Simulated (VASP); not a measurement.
An input for Quantum ESPRESSO's pw.x (written as the equivalent of a VASP run, and not itself run):

```
&CONTROL
  calculation = 'vc-relax'
  pseudo_dir = './pseudo'
  outdir = './out'
  tprnfor = .true.
  tstress = .true.
  nstep = 60
  forc_conv_thr = 0.00078
/
&SYSTEM
  ibrav = 0
  nat = 4
  ntyp = 2
  ecutwfc = 78
  occupations = 'smearing'
  smearing = 'gaussian'
  degauss = 0.003675
  input_dft = 'pbesol'
/
&ELECTRONS
  conv_thr = 7.3e-08
  electron_maxstep = 100
/
&IONS
/
&CELL
/
ATOMIC_SPECIES
  Si 28.085 Si.upf
  Ge 72.630 Ge.upf
CELL_PARAMETERS angstrom
     3.9121657   -0.0000000   -0.0000000
    -1.9560828    3.3880348    0.0000000
     0.0000000   -0.0000000    6.4312619
ATOMIC_POSITIONS crystal
  Si   0.3333330  0.6666670  0.0001301
  Si   0.6666670  0.3333330  0.5001301
  Ge   0.3333330  0.6666670  0.3748699
  Ge   0.6666670  0.3333330  0.8748699
K_POINTS automatic
  6 6 3 0 0 0
```

Question: Write the VASP files for the same calculation (PBEsol).

Answer: Several could match; the one computed here: 
### KPOINTS
```
Automatic mesh
0
Gamma
6 6 3
0 0 0
```

**POSCAR**
```
SiGe
1.0
  3.9121656502   0.0000000000   0.0000000000
 -1.9560828251   3.3880348270   0.0000000000
  0.0000000000   0.0000000000   6.4312619455
Si Ge
2 2
Cartesian
 -0.0000019561   2.2586910140   0.0008365548
  1.9560847812   1.1293438130   3.2164675275
 -0.0000019561   2.2586910140   2.4108866748
  1.9560847812   1.1293438130   5.6265176476
```

### INCAR
```
SYSTEM = SiGe
PREC = Accurate
ENCUT = 400
EDIFF = 1E-6
NELM = 100
ALGO = Normal
LREAL = .FALSE.
LASPH = .TRUE.
ISMEAR = 0
SIGMA = 0.05
GGA = PS
LMAXMIX = 4
LWAVE = .FALSE.
LCHARG = .FALSE.
IBRION = 2
ISIF = 3
NSW = 60
EDIFFG = -0.02
```

POTCAR, in this order: Si Ge_d (PBE.64 set). Program: vasp_std.

The two are equivalent in intent, not identical: the potentials are each code's own (VASP's PAW set, PseudoDojo norm-conserving files in pw.x), so ENCUT and ecutwfc are chosen apart and not converted; conv_thr bounds pw.x's estimated SCF error, while EDIFF bounds the energy change between steps; forc_conv_thr acts on force components and is met together with etot_conv_thr.

The structure was generated: SiGe was put into the wurtzite type (P6_3mc), which need not be its known phase. This run relaxes it. Symmetry was kept, so distortions that lower it aren't found. The start is the result of an earlier pass.
